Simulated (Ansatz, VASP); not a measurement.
# SiGe3 (Si0.25Ge0.75, diamond-type random alloy) in two plane-wave programs, part 2 of 3

Wanted: the spread between two codes on one cell, functional and k mesh. The cell is invented: As first built, before any earlier steps moved the atoms (in the runner's words): 2x2x2 conventional cells of the Ge type (64 atoms: 16 Si, 48 Ge); Ge/Si share their sites, the best of 600 random draws by like-pair counts in two shells; start lattice by linear mixing of the end members' cells; atoms moved at random by 0.02 A. It may not be a known or stable phase. Of the first pair: The structure shown is the start of the Ansatz relaxation below; VASP solves that cell, so the two are compared at the walk's first step.

VASP 6.6.1 and Ansatz 0.2.0.

So far: Starting point; Ansatz: relaxation, PBE.

## Step 3: VASP: single point, PBE, start cell, pair 1

Level of this step: PBE; plane waves and PAW (Si, Ge_d); invented cell (VASP).

The same cell, functional, mesh and smearing now go to VASP, with its own data sets.

Lines of VASP's logs that name or quote its potential files are left out, and so is its time.

Input file INCAR:

```
SYSTEM = SiGe3
PREC = Accurate
ENCUT = 410
EDIFF = 1E-06
NELM = 120
ISMEAR = -1
SIGMA = 0.01
LREAL = Auto
ALGO = Normal
GGA = PE
NBANDS = 432
LORBIT = 11
LWAVE = .FALSE.
LCHARG = .FALSE.
ISIF = 2
ISYM = 0
LASPH = .TRUE.
GGA_COMPAT = .FALSE.
EFERMI = MIDGAP
KPAR = 4
```

Input file POSCAR:

```
SiGe3
1.0
   11.2002900000      0.0000000000      0.0000000000
    0.0000000000     11.2002900000      0.0000000000
    0.0000000000      0.0000000000     11.2002900000
Si Ge
16 48
Direct
    0.9980723713      0.2509488594      0.9987062835
    0.2504310156      0.9995455475      0.4997281320
    0.1220504112      0.6254391627      0.3774009423
    0.2498238885      0.4990317215      0.9992330556
    0.3764009682      0.8757719666      0.3759277662
    0.3768741702      0.6262070000      0.1250414052
    0.0014642478      0.5004691843      0.7452664172
    0.4995584936      0.9978223778      0.7492038153
    0.7514805420      0.2539398533      0.7498734408
    0.8779326250      0.1236664408      0.6239124166
    0.6274658960      0.6250463158      0.3740260297
    0.8718167119      0.8761737419      0.3727760620
    0.7511859068      0.7479984893      0.2522702537
    0.8712274414      0.6232517194      0.1269877834
    0.5011120248      0.5013709466      0.7499805809
    0.5015584418      0.7537126271      0.5017370086
    0.0027142154      0.9970813256      0.2521363286
    0.1251128319      0.3761956164      0.1249431934
    0.1261217343      0.1235057307      0.3731421240
    0.2508417193      0.0011874693      0.9999383945
    0.3719367981      0.3784723431      0.3717403746
    0.2477971553      0.2476989435      0.2488506994
    0.3778027176      0.1275413404      0.1235235873
    0.9997241143      0.9981170130      0.7502841444
    0.1262735161      0.3790437569      0.6254570194
    0.0007856939      0.2509399310      0.4981210308
    0.1242467829      0.1238896493      0.8751023411
    0.3749813621      0.3736867528      0.8748880609
    0.2483417840      0.2479489370      0.7489984634
    0.3759009811      0.1251842586      0.6234392145
    0.0013838927      0.5005941810      0.2518327650
    0.1228093201      0.8741737937      0.1252199720
    0.9997687560      0.7495163072      0.0011338992
    0.2519577618      0.7516680372      0.2504578006
    0.1271663502      0.8748255626      0.6263587818
    0.0005089154      0.7492663136      0.4965674996
    0.1221932646      0.6239124166      0.8756916116
    0.2480382204      0.5040405204      0.4996299203
    0.3729635572      0.8765219472      0.8776469181
    0.2503417322      0.7491502452      0.7538644089
    0.3762581147      0.6264212802      0.6252070259
    0.5032637548      0.9986259284      0.2514577748
    0.6265284202      0.3723385734      0.1269609983
    0.4970585583      0.2504310156      0.9991884139
    0.6259302214      0.1238360792      0.3749010070
    0.7476770691      0.0014106778      0.9979741596
    0.8751291261      0.3700082766      0.3760884763
    0.7482841962      0.2510292144      0.2500828104
    0.8754594747      0.1237914375      0.1261217343
    0.6215731914      0.3764813233      0.6229035141
    0.5001834774      0.2490292662      0.5010763114
    0.6252963093      0.1233182355      0.8757094682
    0.7526769396      0.9985634301      0.5012013082
    0.8724863374      0.3729278438      0.8756291132
    0.4983531676      0.5017102236      0.2511809962
    0.6252695243      0.8725309791      0.1231843104
    0.5034691066      0.7512126918      0.9992598406
    0.7538733372      0.4967907081      0.9994026940
    0.6244391886      0.8752094812      0.6230820809
    0.6257873680      0.6262427134      0.8733880998
    0.7530430016      0.5010405981      0.5015138001
    0.8753791196      0.8767630124      0.8769505075
    0.7470074436      0.7513287602      0.7498198707
    0.8715131483      0.6254927328      0.6251891692
```

Input file KPOINTS:

```
Points of the shifted mesh
8
Reciprocal
 0.2500000000  0.2500000000  0.2500000000 1
 0.2500000000  0.2500000000  0.7500000000 1
 0.2500000000  0.7500000000  0.2500000000 1
 0.2500000000  0.7500000000  0.7500000000 1
 0.7500000000  0.2500000000  0.2500000000 1
 0.7500000000  0.2500000000  0.7500000000 1
 0.7500000000  0.7500000000  0.2500000000 1
 0.7500000000  0.7500000000  0.7500000000 1
```

Potentials, in the order of the species: Si and Ge_d (PBE family, release 64).

Launch:

```bash
$ mpirun -np 8 vasp_std
```

Numbers of over 12 decimals in the logs are rounded to 6 here.

Output:

```text
[banner, memory and clock lines left out]
running    8 mpi-ranks, on    1 nodes
[...]
|                                                                             |
|           W    W    AA    RRRRR   N    N  II  N    N   GGGG   !!!           |
|           W    W   A  A   R    R  NN   N  II  NN   N  G    G  !!!           |
|           W    W  A    A  R    R  N N  N  II  N N  N  G       !!!           |
|           W WW W  AAAAAA  RRRRR   N  N N  II  N  N N  G  GGG   !            |
|           WW  WW  A    A  R   R   N   NN  II  N   NN  G    G                |
|           W    W  A    A  R    R  N    N  II  N    N   GGGG   !!!           |
|                                                                             |
|     For optimal performance we recommend to set                             |
|       NCORE = 2 up to number-of-cores-per-socket                            |
|     NCORE specifies how many cores store one orbital (NPAR=cpu/NCORE).      |
|     This setting can greatly improve the performance of VASP for DFT.       |
|     The default, NCORE=1 might be grossly inefficient on modern             |
|     multi-core architectures or massively parallel machines. Do your        |
|     Unfortunately you need to use the default for GW and RPA                |
|     calculations (for HF NCORE is supported but not extensively tested      |
|     yet).                                                                   |
|                                                                             |

 LDA part: xc-table for (Slater+PW92), standard interpolation
 POSCAR, INCAR and KPOINTS ok, starting setup
[...]
entering main loop
       N       E                     dE             d eps       ncg     rms          rms(c)
DAV:   1     0.124233001099E+05    0.12423E+05   -0.23825E+05  7240   0.384E+03
DAV:   2     0.248998149795E+04   -0.99333E+04   -0.96613E+04  6912   0.932E+02
DAV:   3     0.828095980995E+02   -0.24072E+04   -0.22631E+04  7304   0.272E+02
DAV:   4    -0.281851562305E+03   -0.36466E+03   -0.34789E+03  7968   0.108E+02
[...]
DAV:  16    -0.301134755367E+03   -0.51233E-05   -0.47596E-05  6464   0.340E-02    0.290E-03
DAV:  17    -0.301134757567E+03   -0.21991E-05   -0.29202E-05  5952   0.427E-02    0.316E-03
DAV:  18    -0.301134757513E+03    0.53580E-07   -0.70950E-07  3944   0.194E-02
   1 F= -.30113476E+03 E0= -.30113476E+03  d E =-.609936E-20
```

From OUTCAR (step 3):

```text
  Total       24.3815090     24.5118867     24.5306510      0.1834474      1.9194508      0.3278709
  in kB       27.8024687     27.9511397     27.9725367      0.2091868      2.1887682      0.3738743
  external PRESSURE =      27.9087150 kB  Pullay stress =       0.0000000 kB

 POSITION                                       TOTAL-FORCE (eV/Angst)
 -----------------------------------------------------------------------------------
     11.17870      2.81070     11.18580         0.205430     -0.174923      0.244533
      2.80490     11.19520      5.59710         0.306172     -0.188752     -0.212585
      1.36700      7.00510      4.22700         0.484894      0.140990     -0.525377
      2.79810      5.58930     11.19170         0.362393      0.415901      0.340633
      4.21580      9.80890      4.21050        -0.036969      0.028513      0.463152
      4.22110      7.01370      1.40050        -0.389454     -0.220053     -0.453816
      0.01640      5.60540      8.34720        -0.598308      0.010498      0.642127
      5.59520     11.17590      8.39130        -0.045746      0.213333      0.098642
      8.41680      2.84420      8.39880        -0.229874     -0.865688     -0.559187
      9.83310      1.38510      6.98800        -0.347750      0.541290      0.441881
      7.02780      7.00070      4.18920        -0.278863      0.473852      0.414917
      9.76460      9.81340      4.17520         0.264122     -0.521019      0.010632
      8.41350      8.37780      2.82550        -0.053979      0.003916     -0.185728
      9.75800      6.98060      1.42230         0.350317      0.310857      0.168968
[...]
-----------------------------------------------------------------------------------
    total drift:                               -0.002482      0.003055     -0.006877

  FREE ENERGIE OF THE ION-ELECTRON SYSTEM (eV)
  ---------------------------------------------------
  free  energy   TOTEN  =      -301.1347575129 eV

  energy  without entropy=     -301.1347575129  energy(sigma->0) =     -301.13475751

[... 2 further parts left out ...]
```

The run ends at a pressure of 2.79 GPa, with forces up to 1.3 eV/Å.

## Step 4: Comparison

Known differences besides the potentials themselves: the cutoff is 420 eV in Ansatz and 410 eV in VASP (PREC = Accurate, projectors in real space). Total energies have different zeros and are not compared.

Forces on 10 of the 64 atoms, those with the largest forces and the largest differences (eV/Å; atoms numbered as in POSCAR):

| atom | Ansatz x, y, z | VASP x, y, z |
| --- | --- | --- |
| Si9 | -0.231, -0.869, -0.562 | -0.230, -0.866, -0.559 |
| Si16 | -0.110, -0.532, -0.886 | -0.109, -0.530, -0.882 |
| Ge25 | -0.220, -0.283, -0.032 | -0.223, -0.279, -0.030 |
| Ge36 | -0.428, 0.410, 0.058 | -0.428, 0.410, 0.053 |
| Ge52 | -0.288, 0.505, -1.007 | -0.286, 0.504, -1.009 |
| Ge53 | 0.257, 0.293, -0.110 | 0.261, 0.293, -0.111 |
| Ge54 | 1.045, 0.058, -0.717 | 1.045, 0.055, -0.718 |
| Ge57 | -0.796, -0.489, 0.141 | -0.795, -0.491, 0.146 |
| Ge58 | -0.525, 0.637, 0.427 | -0.521, 0.638, 0.429 |
| Ge61 | -0.651, -0.166, -0.646 | -0.652, -0.165, -0.648 |

The forces differ by 1.8 meV/Å r.m.s., which is 0.5 % of the r.m.s. force of 0.393 eV/Å (both taken over all components).

## Step 5: Ansatz: relaxation, PBE

This run makes the geometry at which the two programs are then compared. The cell compared in this pair holds 1463.21 Å³, against 1405.04 Å³ for the pair before.

The structure compared here is the end of the Ansatz relaxation.

Input file input.yaml:

```yaml
crystal:
  lattice:
    - [11.20029, 0.0, 0.0]
    - [0.0, 11.20029, 0.0]
    - [0.0, 0.0, 11.20029]
  atoms:
    - { symbol: Si, position: [0.99807, 0.25095, 0.99871] }
    - { symbol: Si, position: [0.25043, 0.99955, 0.49973] }
    - { symbol: Si, position: [0.12205, 0.62544, 0.3774] }
    - { symbol: Si, position: [0.24982, 0.49903, 0.99923] }
    - { symbol: Si, position: [0.3764, 0.87577, 0.37593] }
    - { symbol: Si, position: [0.37687, 0.62621, 0.12504] }
    - { symbol: Si, position: [0.00146, 0.50047, 0.74527] }
    - { symbol: Si, position: [0.49956, 0.99782, 0.7492] }
    - { symbol: Si, position: [0.75148, 0.25394, 0.74987] }
    - { symbol: Si, position: [0.87793, 0.12367, 0.62391] }
    - { symbol: Si, position: [0.62747, 0.62505, 0.37403] }
    - { symbol: Si, position: [0.87182, 0.87617, 0.37278] }
    - { symbol: Si, position: [0.75119, 0.748, 0.25227] }
    - { symbol: Si, position: [0.87123, 0.62325, 0.12699] }
    - { symbol: Si, position: [0.50111, 0.50137, 0.74998] }
    - { symbol: Si, position: [0.50156, 0.75371, 0.50174] }
    - { symbol: Ge, position: [0.00271, 0.99708, 0.25214] }
    - { symbol: Ge, position: [0.12511, 0.3762, 0.12494] }
    - { symbol: Ge, position: [0.12612, 0.12351, 0.37314] }
    - { symbol: Ge, position: [0.25084, 0.00119, 0.99994] }
    - { symbol: Ge, position: [0.37194, 0.37847, 0.37174] }
    - { symbol: Ge, position: [0.2478, 0.2477, 0.24885] }
    - { symbol: Ge, position: [0.3778, 0.12754, 0.12352] }
    - { symbol: Ge, position: [0.99972, 0.99812, 0.75028] }
    - { symbol: Ge, position: [0.12627, 0.37904, 0.62546] }
    - { symbol: Ge, position: [0.00079, 0.25094, 0.49812] }
    - { symbol: Ge, position: [0.12425, 0.12389, 0.8751] }
    - { symbol: Ge, position: [0.37498, 0.37369, 0.87489] }
    - { symbol: Ge, position: [0.24834, 0.24795, 0.749] }
    - { symbol: Ge, position: [0.3759, 0.12518, 0.62344] }
    - { symbol: Ge, position: [0.00138, 0.50059, 0.25183] }
    - { symbol: Ge, position: [0.12281, 0.87417, 0.12522] }
    - { symbol: Ge, position: [0.99977, 0.74952, 0.00113] }
    - { symbol: Ge, position: [0.25196, 0.75167, 0.25046] }
    - { symbol: Ge, position: [0.12717, 0.87483, 0.62636] }
    - { symbol: Ge, position: [0.00051, 0.74927, 0.49657] }
    - { symbol: Ge, position: [0.12219, 0.62391, 0.87569] }
    - { symbol: Ge, position: [0.24804, 0.50404, 0.49963] }
    - { symbol: Ge, position: [0.37296, 0.87652, 0.87765] }
    - { symbol: Ge, position: [0.25034, 0.74915, 0.75386] }
    - { symbol: Ge, position: [0.37626, 0.62642, 0.62521] }
    - { symbol: Ge, position: [0.50326, 0.99863, 0.25146] }
    - { symbol: Ge, position: [0.62653, 0.37234, 0.12696] }
    - { symbol: Ge, position: [0.49706, 0.25043, 0.99919] }
    - { symbol: Ge, position: [0.62593, 0.12384, 0.3749] }
    - { symbol: Ge, position: [0.74768, 0.00141, 0.99797] }
    - { symbol: Ge, position: [0.87513, 0.37001, 0.37609] }
    - { symbol: Ge, position: [0.74828, 0.25103, 0.25008] }
    - { symbol: Ge, position: [0.87546, 0.12379, 0.12612] }
    - { symbol: Ge, position: [0.62157, 0.37648, 0.6229] }
    - { symbol: Ge, position: [0.50018, 0.24903, 0.50108] }
    - { symbol: Ge, position: [0.6253, 0.12332, 0.87571] }
    - { symbol: Ge, position: [0.75268, 0.99856, 0.5012] }
    - { symbol: Ge, position: [0.87249, 0.37293, 0.87563] }
    - { symbol: Ge, position: [0.49835, 0.50171, 0.25118] }
    - { symbol: Ge, position: [0.62527, 0.87253, 0.12318] }
    - { symbol: Ge, position: [0.50347, 0.75121, 0.99926] }
    - { symbol: Ge, position: [0.75387, 0.49679, 0.9994] }
    - { symbol: Ge, position: [0.62444, 0.87521, 0.62308] }
    - { symbol: Ge, position: [0.62579, 0.62624, 0.87339] }
    - { symbol: Ge, position: [0.75304, 0.50104, 0.50151] }
    - { symbol: Ge, position: [0.87538, 0.87676, 0.87695] }
    - { symbol: Ge, position: [0.74701, 0.75133, 0.74982] }
    - { symbol: Ge, position: [0.87151, 0.62549, 0.62519] }
kpoints:
  mp_grid: { grid: [2, 2, 2], shift: [0.5, 0.5, 0.5] }
hamiltonian:
  xc: pbe
scf:
  occupations: { method: fermi_dirac, width: 0.01 }
output:
  forces: true
  stress: true
relax:
  f_tol: 0.02
  max_steps: 45
  cell: { stress_tol: 0.1 }
```

Launch:

```bash
$ ansatz run input.yaml --threads 8 --pin off --max-ram 15360MiB --backend cpu --events-out ev --progress --plain --runs-dir out
```

Output:

```text
[...]
Crystal: 64 atoms, lattice volume = 1405.037 Å³
Basis set: ecut = 420 eV, 27609 PW (Γ), exchange–correlation on 150×150×150 points (8 copies of the dense FFT grid, shifted against one another)
Bands: 442, of which v1, the nominal top of the filled ones, is band 368 counted from 1 (367 counted from 0)
Symmetry: 1 space group operations
[...]
k-points: 4 of 8 (time reversal used)
[...]
- { symbol: Ge, position: [0.249074, -4.314102577677145e-5, 0.999683] }
    - { symbol: Ge, position: [0.374898, 0.376922, 0.374893] }
    - { symbol: Ge, position: [0.248747, 0.250196, 0.249734] }
    - { symbol: Ge, position: [0.375846, 0.124070, 0.125400] }
    - { symbol: Ge, position: [0.998088, 1.002896, 0.747444] }
[...]
- { symbol: Ge, position: [0.746496, 0.503386, 0.498793] }
    - { symbol: Ge, position: [0.874894, 0.874358, 0.874445] }
    - { symbol: Ge, position: [0.748414, 0.749353, 0.749013] }
    - { symbol: Ge, position: [0.877656, 0.623625, 0.626008] }
[key lines of the parts left out:]
P = ⅓ Tr σ = 0.0042 GPa (0.042 kbar)
```

[end of part 2 of 3]

[Lines on the potential files, build, host, timing and source positions are cut from VASP's logs without a mark.]

[Logs are printed without paths, hosts, clocks, repeated set-up lines and the standing remarks that a program may print on its own settings, such as how far it seeks lower states.]

[Hosts, paths, dates, database ids (printed as entryN), source tags and the programs' standing remarks are cut or masked in the printed files.]
